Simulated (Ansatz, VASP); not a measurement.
# Two plane-wave programs on TaAl2ZnN4

The input INCAR:

```
SYSTEM = TaAl2ZnN4
  ALGO = Fast
  EDIFF = 1E-6
  ENCUT = 520
  GGA = PE
  ISIF = 2
  ISMEAR = 0
  LASPH = .TRUE.
  LCHARG = .FALSE.
  LREAL = .FALSE.
  LWAVE = .FALSE.
  NBANDS = 34
  NELM = 80
  PREC = Accurate
  SIGMA = 0.1
```

The input KPOINTS:

```
k-points
0
G
  4 4 4
  0 0 0
```

Contents of POSCAR:

```
TaAl2ZnN4
1.0
    4.0615612000      0.0000000000      0.0000000000
    0.0000000000      4.0615612000      0.0000000000
    0.0000000000      0.0000000000      5.1534589500
Ta Al Zn N
1 2 1 4
Direct
    0.5000000000      0.5000000000      0.0000000000
    0.0000000000      0.0000000000      0.7500000000
    0.0000000000      0.0000000000      0.2500000000
    0.5000000000      0.5000000000      0.5000000000
    0.5000000000      0.0000000000      0.7500000000
    0.0000000000      0.5000000000      0.7500000000
    0.5000000000      0.0000000000      0.2500000000
    0.0000000000      0.5000000000      0.2500000000
```

Input for Ansatz:

```yaml
crystal:
  lattice:
    - [4.0615612, 0.0, 0.0]
    - [0.0, 4.0615612, 0.0]
    - [0.0, 0.0, 5.15345895]
  atoms:
    - { symbol: Ta, position: [0.5, 0.5, 0.0] }
    - { symbol: Al, position: [0.0, 0.0, 0.75] }
    - { symbol: Al, position: [0.0, 0.0, 0.25] }
    - { symbol: Zn, position: [0.5, 0.5, 0.5] }
    - { symbol: "N", position: [0.5, 0.0, 0.75] }
    - { symbol: "N", position: [0.0, 0.5, 0.75] }
    - { symbol: "N", position: [0.5, 0.0, 0.25] }
    - { symbol: "N", position: [0.0, 0.5, 0.25] }
basis:
  ecutwfc: 420
kpoints:
  mp_grid: { grid: [4, 4, 4] }
hamiltonian:
  xc: pbe
scf:
  occupations: { method: gaussian, width: 0.1 }
  lower_state_search: "off"
output:
  forces: true
  stress: true
  eigenvalues: true
```

Alike in both runs: task single point; functional PBE; k mesh 4 × 4 × 4; occupations gaussian, width 0.1 eV; no spin polarisation.

|  | VASP | Ansatz |
| --- | --- | --- |
| version | VASP 6.6.1 | Ansatz 0.2.0 |
| potentials or method | VASP PAW PBE potentials, release 64 (Ta_pv, Al, Zn, N) | scalar-relativistic, plane waves, PAW |
| plane-wave cutoff (eV) | 520 | 420 |
| valence electrons in the cell | 49 | 51 |

Ansatz gave:

* gap on the k mesh at the Fermi level (eV): none
* pressure (GPa): -8.7
* largest component of the traceless stress (GPa): 44.13
* rms of the force components (eV/Å): 0.486

Problem. Which values does VASP return?

Solution. gap on the k mesh at the Fermi level (eV): none; pressure (GPa): -8.5; largest component of the traceless stress (GPa): 44.07; rms of the force components (eV/Å): 0.485.

Atom by atom the forces differ by 0.001 eV/Å (rms over components). A gap of «none» marks a metal or a gap that the smearing closes. The functional is the same, so the differences come from potentials, cutoffs and numerics. The two sets of potentials don't hold the same shells in valence.

Caveats: the k mesh is coarse (spacing up to 0.39 Å⁻¹), so the values aren't converged; forces of over 1 eV/Å show positions far from the minimum, so gaps and moduli don't describe the material at rest. Spin-orbit coupling is left out, which matters for the levels of Ta.
